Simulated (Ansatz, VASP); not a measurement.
# One calculation of SiAs3, two programs

```xyz
8
Lattice="0.0000 4.4791 4.4791 4.4791 0.0000 4.4791 4.4791 4.4791 0.0000" Properties=species:S:1:pos:R:3 pbc="T T T"
Si    4.4791    4.4791    4.4791
Si    6.7187    6.7187    6.7187
As    6.9917    4.4791    4.4791
As    1.9665    4.4791    4.4791
As    4.4791    6.9917    4.4791
As    4.4791    1.9665    4.4791
As    4.4791    4.4791    6.9917
As    4.4791    4.4791    1.9665
```

Alike in both runs: functional PBE; k mesh 4 × 4 × 4; occupations gaussian, width 0.1 eV; no spin polarisation.

Ansatz relaxed the structure, and its values are those at the end. VASP's run is a single point on that final structure, the one shown.

|  | VASP | Ansatz |
| --- | --- | --- |
| version | VASP 6.6.1 | Ansatz 0.2.0 |
| potentials or method | VASP PAW PBE potentials, release 64 (Si, As) | scalar-relativistic, plane waves, PAW |
| plane-wave cutoff (eV) | 520 | 420 |
| valence electrons in the cell | 38 | 98 |

VASP gave:

```
gap on the k mesh at the Fermi level (eV) : none
pressure (GPa)                            : 0.1
rms of the force components (eV/Å)        : 0.004
```

Task: Which values does Ansatz return?

Result: gap on the k mesh at the Fermi level (eV): none; pressure (GPa): 0.0; rms of the force components (eV/Å): 0.002.

A gap of «none» marks a metal or a gap that the smearing closes. The two sets of potentials don't hold the same shells in valence.
